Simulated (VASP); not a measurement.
Consider the following.

```
CELL_PARAMETERS angstrom
      4.29000     0.00000     0.00000
      0.00000     4.29000     0.00000
      0.00000     0.00000     4.29000
ATOMIC_POSITIONS crystal
  Cs 0.00000 0.00000 0.00000
  Br 0.50000 0.50000 0.50000
```

These are MS2 meta-GGA, VASP's PBE PAW potentials (set 64) (plane waves; VASP) values and carry that method's errors. Numerical set-up: 520 eV cut-off, 6×6×6 Γ-centred mesh, Gaussian smearing of 0.050 eV, potentials Cs_sv Br.

Energy and stress use the plane-wave basis of the starting cell.

Task: The ions, cell shape and volume are relaxed. Give the cell that the relaxation ends in.

Result: 
```
CELL_PARAMETERS angstrom
      4.32880     0.00000     0.00000
      0.00000     4.32880     0.00000
      0.00000     0.00000     4.32880
ATOMIC_POSITIONS crystal
  Cs 0.00000 0.00000 0.00000
  Br 0.50000 0.50000 0.50000
```
Space group Pm-3m (221), at a tolerance of 0.03 Å.

Task: How do energy and volume change from the first to the last step?

Result: The energy (σ→0) changes by -1.4 meV/atom and the volume by +2.7 %, in 4 ionic steps.

The compound is CsBr in the CsCl type structure. This run relaxes it. Symmetry was kept, so distortions that lower it aren't found.
